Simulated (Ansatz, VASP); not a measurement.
One calculation of Al2Si, two programs

```
Al Si
1.0
     2.76340    0.00000    0.00000
     0.00000    2.76340    0.00000
     0.00000    0.00000    5.70159
Al Si
2 1
Direct
  0.50000 0.50000 0.29500
  0.50000 0.50000 0.70500
  0.00000 0.00000 0.00000
```

Change from the starting cell: species swapped into the Ga2Cu type (P4/mmm, No. 123).

Alike in both runs: task single point; functional PBE; k mesh 6 × 6 × 4; occupations gaussian, width 0.1 eV; no spin polarisation.

|  | VASP | Ansatz |
| --- | --- | --- |
| version | VASP 6.6.1 | Ansatz 0.2.0 |
| potentials or method | VASP PAW PBE potentials, release 64 (Al, Si) | scalar-relativistic, plane waves, PAW |
| plane-wave cutoff (eV) | 520 | 420 |
| valence electrons in the cell | 10 | 10 |

|  | VASP | Ansatz | Ansatz less VASP |
| --- | --- | --- | --- |
| gap on the k mesh at the Fermi level (eV) | none | none | - |
| pressure (GPa) | 18.4 | 18.5 | +0.07 |
| largest component of the traceless stress (GPa) | 8.76 | 8.78 | +0.017 |
| rms of the force components (eV/Å) | 0.279 | 0.277 | -0.0020 |

Atom by atom the forces differ by 0.002 eV/Å (rms over components). A gap of «none» marks a metal or a gap that the smearing closes.

Caveats: the k mesh is coarse (spacing up to 0.38 Å⁻¹), so the values aren't converged; so large a pressure means that the cell lies far from this level's equilibrium, or that cutoff or potentials fall short (VASP).
